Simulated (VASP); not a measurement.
The system is Al2Cu.

```
CELL_PARAMETERS angstrom
-2.99890 2.99890 2.39274
2.99890 -2.99890 2.39274
2.99890 2.99890 -2.39274
ATOMIC_POSITIONS crystal
Al 0.34139 0.15861 0.50000
Al 0.15861 0.65861 0.81721
Al 0.84139 0.34139 0.18279
Al 0.65861 0.84139 0.50000
Cu 0.75000 0.75000 0.00000
Cu 0.25000 0.25000 0.00000
```

The cell is a database's computed one.

| Property | Result |
| --- | --- |
| Program | VASP 6.6.1 |
| Task | relaxation of cell and atoms |
| Functional | PBE |
| Potentials or basis | VASP PAW PBE potentials, release 64 (Al, Cu) |
| Cutoff | 600 eV |
| k mesh | 12 × 12 × 12 |
| Occupations | methfessel-paxton, width 0.1 eV |
| Spin | no spin polarisation |

At the start: pressure 4.3 GPa; volume 14.35 Å³/atom.

Q: How do energy, volume and symmetry change on relaxing?

A: Over 13 steps the energy falls by 8.4 meV/atom and the volume is 14.95 Å³/atom (+4.2 %); space group I4/mcm (No. 140, to 0.05 Å).

Step by step:
```tsv
step	energy change (eV)	largest force (eV/Å)	pressure (GPa)	volume (Å³)
1	0.0000	0.0760	4.29	86.08
2	-0.0448	0.0026	-1.52	90.95
3	-0.0499	0.0194	0.12	89.73
4	-0.0499	0.0179	-0.18	89.86
5	-0.0505	0.0022	-0.16	89.83
6	-0.0505	0.0043	-0.07	89.82
7	-0.0506	0.0013	-0.04	89.73
8	-0.0506	0.0010	-0.08	89.72
9	-0.0506	0.0003	-0.13	89.70
10	-0.0506	0.0008	0.07	89.65
11	-0.0506	0.0002	0.08	89.67
12	-0.0506	0.0001	0.05	89.68
13	-0.0506	0.0003	0.01	89.69
```

Final structure:
```
CELL_PARAMETERS angstrom
-3.03181 3.03181 2.43937
3.03181 -3.03181 2.43937
3.03181 3.03181 -2.43937
ATOMIC_POSITIONS crystal
Al 0.34184 0.15816 0.50000
Al 0.15816 0.65816 0.81631
Al 0.84184 0.34184 0.18369
Al 0.65816 0.84184 0.50000
Cu 0.75000 0.75000 0.00000
Cu 0.25000 0.25000 0.00000
```
